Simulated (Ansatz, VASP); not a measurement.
# Ca3SiSe: VASP beside Ansatz

```
CELL_PARAMETERS angstrom
6.77883 0.00000 0.00000
-3.38942 5.87064 0.00000
0.00000 0.00000 4.84525
ATOMIC_POSITIONS crystal
Ca 0.50000 0.00000 0.00000
Ca 0.00000 0.50000 0.00000
Ca 0.50000 0.50000 0.00000
Si 0.00000 0.00000 0.50000
Se 0.00000 0.00000 0.00000
```

Alike in both runs: functional PBE; k mesh 9 × 9 × 8; occupations gaussian, width 0.1 eV; no spin polarisation.

Ansatz relaxed the structure, and its values are those at the end. VASP's run is a single point on that final structure, the one shown.

|  | VASP | Ansatz |
| --- | --- | --- |
| version | VASP 6.6.1 | Ansatz 0.2.0 |
| potentials or method | VASP PAW PBE potentials, release 64 (Ca_sv, Si, Se) | scalar-relativistic, plane waves, PAW |
| plane-wave cutoff (eV) | 520 | 420 |
| valence electrons in the cell | 40 | 50 |

|  | VASP | Ansatz | Ansatz less VASP |
| --- | --- | --- | --- |
| gap on the k mesh at the Fermi level (eV) | none | none | - |
| pressure (GPa) | 0.0 | 0.0 | -0.02 |

A gap of «none» marks a metal or a gap that the smearing closes. The functional is the same, so the differences come from potentials, cutoffs and numerics. The two sets of potentials don't hold the same shells in valence.
